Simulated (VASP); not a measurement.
Input:

```
Au2Zr
1.0
   -1.76976     1.76976     4.36523
    1.76976    -1.76976     4.36523
    1.76976     1.76976    -4.36523
Zr Au
1 2
Direct
  0.00000   0.00000   0.00000
  0.66876   0.66876   0.00000
  0.33124   0.33124   0.00000
```

Level of theory: PBEsol GGA, VASP's PBE PAW potentials (set 64) (plane waves; VASP). Settings: 400 eV cut-off, 14×14×14 Γ-centred mesh, tetrahedra with Blöchl corrections, potentials Zr_sv Au.

The cores are frozen, which limits the accuracy of field gradients.

Question: Give the principal components of the electric field gradient (V/Å²) and the asymmetry η at each nucleus.

Answer: 
```csv
atom,Vxx,Vyy,Vzz,η
Zr1,0.7,0.7,-1.4,0.00
Au2,20.4,20.4,-40.8,0.00
Au3,20.4,20.4,-40.8,0.00
```

The structure comes from a computed database's ZrAu2 entry (I4/mmm); how it stands against other phases isn't given here. It was relaxed first.
